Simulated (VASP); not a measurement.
# RuF2 (R-3m) in VASP: further runs

One crystal, RuF2, is run at these levels: PBEsol+U, r2SCAN+U; tasks: single point.

Everything below comes from runs of VASP 6.6.1. Logs are shortened: lines on timing, memory, paths and dates and some standing lists are left out, and cuts for length are marked.

### Step 1. Starting point

The structure is trigonal, space group R-3m (No. 166). The conventional cell has a = 2.953 Å, b = 2.953 Å, c = 13.393 Å, α = 90.00°, β = 90.00°, γ = 120.00°. Ru (site symmetry -3m) is surrounded by 6 F at 2.02 Å. F (site symmetry 3m) has 3 Ru at 2.02 Å as nearest neighbours.

The cell was built by a generator and needn't be a form met in nature.

### Step 2. Single point, PBEsol+U, collinear spin, ferromagnetic start

Input file INCAR:

```
SYSTEM = RuF2
PREC = Accurate ; ENCUT = 520
EDIFF = 1E-6 ; ISMEAR = 0
SIGMA = 0.05 ; LREAL = .False.
LASPH = .True. ; NELM = 80
ALGO = Normal ; ISIF = 2
LWAVE = .False. ; LCHARG = .False.
ISPIN = 2 ; MAGMOM = 1 0 0
LORBIT = 11 ; LMAXMIX = 4
LDAU = .True. ; LDAUTYPE = 2
LDAUL = 2 -1 ; LDAUU = 8 0
LDAUJ = 0 0 ; LDAUPRINT = 1
GGA = PS
```

Input file KPOINTS:

```
regular mesh
0
Gamma
  7 7 7
  0 0 0
```

Input file POSCAR:

```
RuF2
1.0
    1.4766179400      0.8525257600      4.4643721500
   -1.4766179400      0.8525257600      4.4643721500
    0.0000000000     -1.7050515300      4.4643721500
Ru F
1 2
Direct
    0.0000000000      0.0000000000      0.0000000000
    0.2520000000      0.2520000000      0.2520000000
    0.7480000000      0.7480000000      0.7480000000
```

Potentials or basis: VASP PAW PBE potentials, release 64 (Ru_pv, F).

The run is started by

```
$ cat potpaw_PBE.64/Ru_pv/POTCAR potpaw_PBE.64/F/POTCAR > POTCAR
$ mpirun -np 1 vasp_std > vasp.out
```

OUTCAR:

```text
SYSTEM = RuF2
   PREC = Accurate
   ENCUT = 520
   EDIFF = 1E-6
   ISMEAR = 0
   LREAL = .False.
   LASPH = .True.
   NELM = 80
   ISIF = 2
   ISPIN = 2
   LORBIT = 11
   GGA = PS

 ion  position               nearest neighbor table
   1  0.000  0.000  0.000-   3 2.02   2 2.02   3 2.02   3 2.02   2 2.02   2 2.02
   2  0.252  0.252  0.252-   1 2.02   1 2.02   1 2.02
   3  0.748  0.748  0.748-   1 2.02   1 2.02   1 2.02

  LATTYP: Found a trigonal (rhomboedric) cell.
 ALAT       =     4.7788931151
 COS(alpha) =     0.8090535270

  Lattice vectors:

 A1 = (   1.4766179400,   0.8525257600,   4.4643721500)
 A2 = (  -1.4766179400,   0.8525257600,   4.4643721500)
 A3 = (   0.0000000000,  -1.7050515300,   4.4643721500)

Analysis of symmetry for initial positions (statically):
=====================================================================
 Subroutine PRICEL returns:
 Original cell was already a primitive cell.

 Routine SETGRP: Setting up the symmetry group for a
 trigonal (rhombohedral) supercell.

 Subroutine GETGRP returns: Found 12 space group operations
 (whereof 12 operations were pure point group operations)
 out of a pool of 12 trial point group operations.

The static configuration has the point symmetry D_3d.

Analysis of symmetry for dynamics (positions and initial velocities):
=====================================================================
 Subroutine PRICEL returns:
 Original cell was already a primitive cell.

 Routine SETGRP: Setting up the symmetry group for a
 trigonal (rhombohedral) supercell.

 Subroutine GETGRP returns: Found 12 space group operations
 (whereof 12 operations were pure point group operations)
 out of a pool of 12 trial point group operations.

The dynamic configuration has the point symmetry D_3d.

Analysis of structural, dynamic, and magnetic symmetry:
=====================================================================
 Subroutine PRICEL returns:
[... 189 lines left out ...]
  o =  0.1678  v = -0.5750  0.0000 -0.0000 -0.8182  0.0000  0.0000  0.0000  0.0000  0.0000  0.0000      0.0000  0.0000  0.0000  0.0000  0.0000  0.0000  0.0000  0.0000  0.0000  0.0000
  o =  0.9283  v =  0.0000 -0.5750  0.0000  0.0000  0.8182  0.0000  0.0000  0.0000  0.0000  0.0000      0.0000  0.0000  0.0000  0.0000  0.0000  0.0000  0.0000  0.0000  0.0000  0.0000
  o =  0.9283  v = -0.8182  0.0000  0.0000  0.5750 -0.0000  0.0000  0.0000  0.0000  0.0000  0.0000      0.0000  0.0000  0.0000  0.0000  0.0000  0.0000  0.0000  0.0000  0.0000  0.0000
  o =  0.9283  v =  0.0000  0.0000  0.0000  0.0000  0.0000  0.0000 -0.5751  0.0000  0.0000  0.8181      0.0000  0.0000  0.0000  0.0000  0.0000  0.0000  0.0000  0.0000  0.0000  0.0000
  o =  0.9283  v =  0.0000  0.0000  0.0000  0.0000  0.0000 -0.8181  0.0000  0.0000  0.5751 -0.0000      0.0000  0.0000  0.0000  0.0000  0.0000  0.0000  0.0000  0.0000  0.0000  0.0000
  o =  0.9316  v =  0.0000 -0.0000 -1.0000  0.0000  0.0000  0.0000  0.0000  0.0000  0.0000  0.0000      0.0000  0.0000  0.0000  0.0000  0.0000  0.0000  0.0000  0.0000  0.0000  0.0000
  o =  0.9316  v =  0.0000  0.0000  0.0000  0.0000  0.0000  0.0000 -0.0000 -1.0000  0.0000  0.0000      0.0000  0.0000  0.0000  0.0000  0.0000  0.0000  0.0000  0.0000  0.0000  0.0000

 number of electron      27.9999999 magnetization      -0.0000015

 Free energy of the ion-electron system (eV)
  ---------------------------------------------------
  ext. energy  EPLUGINS =         0.00000000
  ---------------------------------------------------
  free energy    TOTEN  =       -11.40282932 eV

  energy without entropy =      -11.40282932  energy(sigma->0) =      -11.40282932

 E-fermi :   4.0524     XC(G=0): -11.4511

 val. band max:        3.7938186418   @ k =  -0.2857   0.1429   0.1429
 cond. band min:       8.4665598077   @ k =   0.0000   0.0000   0.0000
 fundamental gap:      4.6727411658
 Fermi energy:         4.0524082433

 spin component 1

 k-point     1 :       0.0000    0.0000    0.0000
  band No.  band energies     occupation
      1     -36.1111      1.00000
      2     -35.9993      1.00000
      3     -35.9993      1.00000
      4     -19.7102      1.00000
      5     -18.6996      1.00000
      6      -3.5974      1.00000
[... 1049 lines left out ...]
     18      15.0907      0.00000
     19      18.2470      0.00000

 [... further k-points ...]

------------------------ aborting loop because EDIFF is reached ----------------------------------------

  FORCE on cell =-STRESS in cart. coord.  units (eV):
  Direction    XX          YY          ZZ          XY          YZ          ZX
  --------------------------------------------------------------------------------------
  -------------------------------------------------------------------------------------
  Total        8.1536604      8.1536604      4.4899931      0.0000000     -0.0000000      0.0000000
  in kB      387.4145352    387.4145336    213.3383629      0.0000000     -0.0000002      0.0000000
  external PRESSURE =     329.3891439 kB  Pullay stress =       0.0000000 kB

 VOLUME and BASIS-vectors are now :
 -----------------------------------------------------------------------------
  energy-cutoff  :      520.00
  volume of cell :       33.72
      direct lattice vectors                 reciprocal lattice vectors
     1.476617940  0.852525760  4.464372150     0.338611625  0.195497513  0.074665221
    -1.476617940  0.852525760  4.464372150    -0.338611625  0.195497513  0.074665221
     0.000000000 -1.705051530  4.464372150     0.000000000 -0.390995026  0.074665221

 POSITION                                       TOTAL-FORCE (eV/Angst)
 -----------------------------------------------------------------------------------
      0.00000      0.00000      0.00000         0.000000     -0.000000     -0.000000
      0.00000     -0.00000      3.37507         0.000000      0.000000     -1.857909
      0.00000     -0.00000     10.01805         0.000000     -0.000000      1.857909
 -----------------------------------------------------------------------------------
    total drift:                               -0.000000      0.000000     -0.000000

  FREE ENERGIE OF THE ION-ELECTRON SYSTEM (eV)
  ---------------------------------------------------
  free  energy   TOTEN  =       -11.4028293157 eV

  energy  without entropy=      -11.4028293157  energy(sigma->0) =      -11.40282932

 total charge

# of ion       s       p       d       tot
------------------------------------------
    1        0.234   6.212   6.193  12.639
    2        1.733   4.393   0.000   6.126
    3        1.733   4.393   0.000   6.126
--------------------------------------------------
tot          3.700  14.998   6.193  24.892

 magnetization (x)

# of ion       s       p       d       tot
------------------------------------------
    1       -0.000  -0.000  -0.000  -0.000
    2        0.000   0.000   0.000   0.000
    3        0.000   0.000   0.000   0.000
--------------------------------------------------
tot         -0.000   0.000  -0.000   0.000
```

OSZICAR:

```text
N       E                     dE             d eps       ncg     rms          rms(c)
DAV:   1     0.280097833423E+03    0.28010E+03   -0.16914E+04  3352   0.149E+03
DAV:   2     0.287842582131E+01   -0.27722E+03   -0.27024E+03  3779   0.429E+02
DAV:   3    -0.701127717958E+01   -0.98897E+01   -0.98312E+01  3710   0.860E+01
[... 13 lines left out ...]
DAV:  17    -0.114028080581E+02   -0.88021E-04   -0.30516E-03  3725   0.219E-01    0.788E-03
DAV:  18    -0.114028235789E+02   -0.15521E-04   -0.31559E-04  3737   0.731E-02    0.402E-03
DAV:  19    -0.114028284610E+02   -0.48822E-05   -0.20732E-04  3764   0.565E-02    0.275E-03
DAV:  20    -0.114028292157E+02   -0.75466E-06   -0.36302E-05  3647   0.250E-02    0.137E-03
DAV:  21    -0.114028293157E+02   -0.99994E-07   -0.41925E-07  2148   0.429E-03
   1 F= -.11402829E+02 E0= -.11402829E+02  d E =-.159137E-14  mag=    -0.0000
```

Run time: 90 s. Hardware: 1 thread of AMD EPYC 9R45 (Zen 5), shared host; peak memory 0.23 GiB.

Results:

```yaml
Free_energy: -11.4028 eV
Pressure: 32.9 GPa
Largest_force: 1.858 eV/Å
Band_gap_on_the_k_mesh: 4.67 eV, indirect (least direct gap 4.72 eV)
Net_moment: 0.00 μB per cell
Valence_electrons_inside_the_program's_atomic_spheres: Ru 12.64; F 6.13
```

Forces in eV/Å, atoms in the order of the input:
```
Ru   0.000  0.000  0.000
F    0.000  0.000 -1.858
F    0.000  0.000  1.858
```

Stress tensor (GPa, compression positive):
```
38.74  0.00  0.00
 0.00 38.74  0.00
 0.00  0.00 21.33
```

Eigenvalues of the final occupation matrices:
| site | spin | trace | eigenvalues |
| --- | --- | --- | --- |
| site 1 d | 1 | 3.12 | 0.17 0.17 0.93 0.93 0.93 |
| site 1 d | 2 | 3.12 | 0.17 0.17 0.93 0.93 0.93 |

Caveat: a pressure of tens of GPa on the cell as given is suspect, and the run, the potentials or the cell itself is likely at fault; the PAW data sets were made with another functional, which shifts forces and pressure a little; an odd mesh through Γ misses points on the zone boundary, where band edges often lie.

### Step 3. Single point, PBEsol+U, collinear spin, zero start

Input file INCAR:

```
PREC = Accurate ; ENCUT = 520
EDIFF = 1E-6 ; ISMEAR = 0
SIGMA = 0.05 ; LREAL = F
LASPH = T ; NELM = 80
ALGO = Normal ; ISIF = 2
LWAVE = F ; LCHARG = F
ISPIN = 2 ; MAGMOM = 0 0 0
LORBIT = 11 ; LMAXMIX = 4
LDAU = T ; LDAUTYPE = 2
LDAUL = 2 -1 ; LDAUU = 8 0
LDAUJ = 0 0 ; LDAUPRINT = 1
GGA = PS ; NBANDS = 25
```

Input file KPOINTS:

```
Automatic mesh
0
Gamma
  7 7 7
```

POSCAR is that of step 2.

Potentials or basis: VASP PAW PBE potentials, release 64 (Ru_pv, F).

The run is started by

```
$ cat potpaw_PBE.64/Ru_pv/POTCAR potpaw_PBE.64/F/POTCAR > POTCAR
$ mpirun -np 1 vasp_std > vasp.out
```

Wall time 83 s (1 thread of AMD EPYC 9R45 (Zen 5), shared host); peak memory 0.24 GiB.

The run converged. Its results:

```yaml
Free_energy: -11.4028 eV
Pressure: 32.9 GPa
Largest_force: 1.859 eV/Å
Band_gap_on_the_k_mesh: 4.67 eV, indirect (least direct gap 4.72 eV)
Net_moment: 0.00 μB per cell
Valence_electrons_inside_the_program's_atomic_spheres: Ru 12.64; F 6.13
```

Forces in eV/Å, atoms in the order of the input:
```
Ru   0.000  0.000  0.000
F    0.000  0.000 -1.859
F    0.000  0.000  1.859
```

Stress tensor (GPa, compression positive):
```
38.74  0.00  0.00
 0.00 38.74  0.00
 0.00  0.00 21.32
```

Levels at points of the mesh, in eV from the valence-band top:
Spin up:
```
           k point  band 10  band 11  band 12  band 13  band 14  band 15  band 16  band 17  band 18  band 19
(0.00, 0.00, 0.00)    -3.57    -3.14    -1.36    -1.36    -0.05     4.67     6.41     6.41    10.17    14.45
```
Spin down:
| k point | band 11 | band 12 | band 13 | band 14 | band 15 | band 16 | band 17 | band 18 |
| --- | --- | --- | --- | --- | --- | --- | --- | --- |
| (0.00, 0.00, 0.00) | -3.14 | -1.36 | -1.36 | -0.05 | 4.67 | 6.41 | 6.41 | 10.17 |

Eigenvalues of the final occupation matrices:
| site | spin | trace | eigenvalues |
| --- | --- | --- | --- |
| site 1 d | 1 | 3.12 | 0.17 0.17 0.93 0.93 0.93 |
| site 1 d | 2 | 3.12 | 0.17 0.17 0.93 0.93 0.93 |

Caveat: a pressure of tens of GPa on the cell as given is suspect, and the run, the potentials or the cell itself is likely at fault; the PAW data sets were made with another functional, which shifts forces and pressure a little; an odd mesh through Γ misses points on the zone boundary, where band edges often lie.

(Part 1 of 3 ends here.)
